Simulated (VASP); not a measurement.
Method: PBEsol GGA, VASP's PBE PAW potentials (set 64) (plane waves; VASP).

Input for VASP

POSCAR:
```
SrO
3.6302570
  0.0000000000   0.7071068441   0.7071068441
  0.7071068441   0.0000000000   0.7071068441
  0.7071068441   0.7071068441   0.0000000000
Sr O
1 1
Cartesian
  0.0000000000   0.0000000000   0.0000000000
  0.7071068441   0.7071068441   0.7071068441
```

**INCAR**
```
! general
SYSTEM  =SrO
PREC    =Accurate
ENCUT   =520
LREAL   =F
LASPH   =T

! electronic loop
EDIFF   =1E-8
NELM    =100
ALGO    =Normal
LMAXMIX =4

! smearing
ISMEAR  =0
SIGMA   =0.01

! functional
GGA     =PS

! ions
IBRION  =8
NSW     =1

! output
LWAVE   =F
LCHARG  =F

! other
LEPSILON=T
```

**KPOINTS**
```
Automatic mesh
0
Gamma
9 9 9
0 0 0
```

POTCAR, in this order: Sr_sv O (PBE.64 set). Program: vasp_std.

The run wrote:

OUTCAR:
```


 HEAD OF MICROSCOPIC STATIC DIELECTRIC TENSOR (INDEPENDENT PARTICLE, excluding Hartree and local field effects)
 ------------------------------------------------------
           4.063626     0.000000     0.000000
           0.000000     4.063626     0.000000
          -0.000000     0.000000     4.063626
 ------------------------------------------------------

 MACROSCOPIC STATIC DIELECTRIC TENSOR (including local field effects in DFT)
 ------------------------------------------------------
           3.886439     0.000000    -0.000000
           0.000000     3.886439    -0.000000
           0.000000     0.000000     3.886439
 ------------------------------------------------------

 PIEZOELECTRIC TENSOR (including local field effects)  for field in x, y, z        (e  Angst)
          XX          YY          ZZ          XY          YZ          ZX
  --------------------------------------------------------------------------------
  x     0.00000     0.00000     0.00000     0.00000     0.00000     0.00000
  y     0.00000     0.00000     0.00000     0.00000     0.00000     0.00000
  z     0.00000     0.00000     0.00000     0.00000     0.00000     0.00000

 PIEZOELECTRIC TENSOR (including local field effects)  for field in x, y, z        (C/m^2)
          XX          YY          ZZ          XY          YZ          ZX
  --------------------------------------------------------------------------------
  x     0.00000     0.00000     0.00000     0.00000     0.00000     0.00000
  y     0.00000     0.00000     0.00000     0.00000     0.00000     0.00000
  z     0.00000     0.00000     0.00000     0.00000     0.00000     0.00000

 BORN EFFECTIVE CHARGES (including local field effects) (in |e|, cummulative output)
 ---------------------------------------------------------------------------------
 ion    1
    1     2.45902     0.00000     0.00000
    2    -0.00000     2.45902     0.00000
    3     0.00000     0.00000     2.45902
 ion    2
    1    -2.45902    -0.00000     0.00000
    2     0.00000    -2.45902     0.00000
    3     0.00000     0.00000    -2.45902
```
(Selected blocks of OUTCAR.)

The compound is SrO in the rock salt structure. It was relaxed first.
